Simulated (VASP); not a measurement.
Consider the following.

```xyz
4
Lattice="1.9387 -3.3579 0.0000 1.9387 3.3579 0.0000 0.0000 0.0000 6.2287" Properties=species:S:1:pos:R:3 pbc="T T T"
Zn     1.9387    -1.1193     3.1056
Zn     1.9387     1.1193     6.2200
S      1.9387    -1.1193     5.4589
S      1.9387     1.1193     2.3446
```

Calculation: r2SCAN meta-GGA, VASP's PBE PAW potentials (set 64) (plane waves; VASP). Settings: 480 eV cut-off, 6×6×4 Γ-centred mesh, Gaussian smearing of 0.050 eV, potentials Zn S.

**Question.** Estimate the energy per atom (σ→0), pressure, band gap (on the k-mesh) with the smallest direct gap where there is one.

**Answer.** 
```
Property                                      Value
-----------------------------------  --------------
band gap (on the k-mesh)                    2.66 eV
smallest direct gap (on the k-mesh)         2.66 eV
energy per atom (σ→0)                -9.423 eV/atom
pressure                                  -2.47 GPa
```

Total energies compare only between runs with the same potentials, cut-off and functional.

The compound is ZnS in the wurtzite structure, the high-temperature form. This cell was strained or had an atom moved on purpose. Symmetry was kept, so distortions that lower it aren't found.
